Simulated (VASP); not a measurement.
VASP ran on this input.

File POSCAR:
```
KBr
1
    0.0000000000     3.3000000000     3.3000000000
    3.3000000000     0.0000000000     3.3000000000
    3.3000000000     3.3000000000     0.0000000000
K Br
1 1
Direct
  0.0000000000   0.0000000000   0.0000000000
  0.5000000000   0.5000000000   0.5000000000
```

**INCAR**
```
! general
SYSTEM  = KBr
PREC    = Accurate
ENCUT   = 520   ! plane-wave cut-off (eV)
LREAL   = F   ! projection in real space or not
LASPH   = T   ! aspherical one-centre terms

! electronic loop
EDIFF   = 1E-6
NELM    = 100
ALGO    = Normal
LMAXMIX = 4   ! l cut-off of mixed one-centre charges

! smearing
ISMEAR  = 0
SIGMA   = 0.05   ! width (eV)

! functional
GGA     = PE
IVDW    = 13

! ions
IBRION  = 2   ! conjugate gradients
NSW     = 60
ISIF    = 3
EDIFFG  = -0.01   ! ionic stop

! output
LWAVE   = F
LCHARG  = F
```

KPOINTS:
```
Automatic mesh
0
Gamma
6 6 6
0 0 0
```

POTCAR, in this order: K_sv Br (PBE.64 set). Program: vasp_std.

Write an equivalent input for Ansatz.

One equivalent input (not run):
Ansatz 0.2 input:
```yaml
crystal:
  lattice:
    - [0.0000000, 3.3000000, 3.3000000]
    - [3.3000000, 0.0000000, 3.3000000]
    - [3.3000000, 3.3000000, 0.0000000]
  atoms:
    - { symbol: K, position: [0.0000000, 0.0000000, 0.0000000] }
    - { symbol: Br, position: [0.5000000, 0.5000000, 0.5000000] }
kpoints:
  mp_grid: { grid: [6, 6, 6] }
hamiltonian:
  xc: pbe
  dispersion: d4
  pseudopotentials: { kind: paw }
scf:
  occupations: { method: gaussian, width: 0.05 }
  max_iter: 100
relax:
  max_steps: 60
  f_tol: 0.01
  cell: {}
output: { forces: true, stress: true, eigenvalues: true }
```
What does not carry over: each code has its own PAW files, so the cut-off isn't converted (ENCUT is set for VASP's; basis.ecutwfc is left out, and Ansatz then takes the one that its files recommend); Ansatz stops its SCF on the density residual and VASP on the energy change (EDIFF).

The compound is KBr in the rock salt structure. This run relaxes it. Symmetry was kept, so distortions that lower it aren't found.
